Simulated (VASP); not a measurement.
An input for Ansatz (written as the equivalent of a VASP run, and not itself run):

Ansatz 0.2 input:
```yaml
crystal:
  lattice:
    - [2.8148245, 0.0000000, 0.0000000]
    - [-1.4074122, 2.4377095, 0.0000000]
    - [0.0000000, 0.0000000, 4.6598533]
  atoms:
    - { symbol: Ag, position: [0.3333330, 0.6666670, 0.2500000] }
    - { symbol: Ag, position: [0.6666670, 0.3333330, 0.7500000] }
kpoints:
  mp_grid: { grid: [13, 13, 7] }
hamiltonian:
  xc: lda
  pseudopotentials: { kind: paw }
scf:
  occupations: { method: methfessel_paxton, width: 0.1 }
  max_iter: 100
relax:
  max_steps: 30
  f_tol: 0.001
output: { forces: true, stress: true, eigenvalues: true }
```

Task: Translate this input to VASP (INCAR, KPOINTS, POSCAR, choice of POTCAR).

Result: This is not unique; one that fits is 
### KPOINTS
```
Automatic mesh
0
Gamma
13 13 7
0 0 0
```

POSCAR:
```
Ag
1.0
  2.8148244863   0.0000000000   0.0000000000
 -1.4074122432   2.4377094790   0.0000000000
  0.0000000000   0.0000000000   4.6598532883
Ag
2
Cart
 -0.0000014074   1.6251404652   1.1649633221
  1.4074136505   0.8125690138   3.4948899662
```

INCAR:
```
IBRION  =  1   # quasi-Newton
LASPH  =  .True.   # aspherical one-centre terms
LREAL  =  .False.   # projection in real space or not
LWAVE  =  .False.
ISIF  =  2
ENCUT  =  400   # plane-wave cut-off (eV)
ALGO  =  Normal   # blocked Davidson
LMAXMIX  =  4   # l cut-off of mixed one-centre charges
ISMEAR  =  1
SYSTEM  =  Ag
LCHARG  =  .False.
EDIFFG  =  -0.001   # ionic stop
NSW  =  30   # most ionic steps
EDIFF  =  1E-8   # SCF stop (eV)
NELM  =  100   # most electronic steps
PREC  =  Accurate
SIGMA  =  0.1
```

POTCAR, in this order: Ag (LDA.64 set). Program: vasp_std.

The two are equivalent in intent, not identical: each code has its own PAW files, so the cut-off isn't converted (ENCUT is set for VASP's; basis.ecutwfc is left out, and Ansatz then takes the one that its files recommend); Ansatz stops its SCF on the density residual and VASP on the energy change (EDIFF); Ansatz's lda is the Perdew-Wang form, while the LDA potentials of VASP carry Perdew-Zunger's.

The structure comes from a computed database's Ag entry (P6_3/mmc); how it stands against other phases isn't given here. It was relaxed first, which changed the volume by -8 %. The start is the result of an earlier pass.
